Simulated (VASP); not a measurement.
A convergence study with VASP on EuS (rock salt): one setting is varied, all else stays as given below, so the limit is that of these other settings.

```
CELL_PARAMETERS angstrom
      0.00000     2.98500     2.98500
      2.98500     0.00000     2.98500
      2.98500     2.98500     0.00000
ATOMIC_POSITIONS crystal
  Eu 0.00000 0.00000 0.00000
  S  0.50000 0.50000 0.50000
```

All values below come from PBE GGA, VASP's PBE PAW potentials (set 64) (plane waves; VASP). The tightest run used: 550 eV cut-off, 17×17×17 Γ-centred mesh, Gaussian smearing of 0.050 eV, potentials Eu_2 S.

The 4f electrons are frozen in the core of the lanthanide potential, so 4f levels, which can set the real gap, and their magnetism are missing.

| setting | E (eV/atom) | pressure (GPa) | irreducible k-points |
|---|---|---|---|
| 1×1×1 mesh | -1.3334 | 24.73 | 1 |
| 2×2×2 mesh | -5.0638 | 0.08 | 3 |
| 3×3×3 mesh | -5.2830 | -2.09 | 4 |

Problem. These are the cheaper rows. Estimate the results at 17×17×17 mesh, and how far the last row shown lies from them.

Solution. 
```tsv
quantity	tightest run	last row shown is off by
E (eV/atom)	-5.3092	0.0262
pressure (GPa)	-2.47	0.38
```

Left out are rungs that failed or repeat a setting and relaxations that didn't move; long series are thinned to 24 rows.

The compound is EuS in the rock salt structure. The cell was not relaxed at this level.
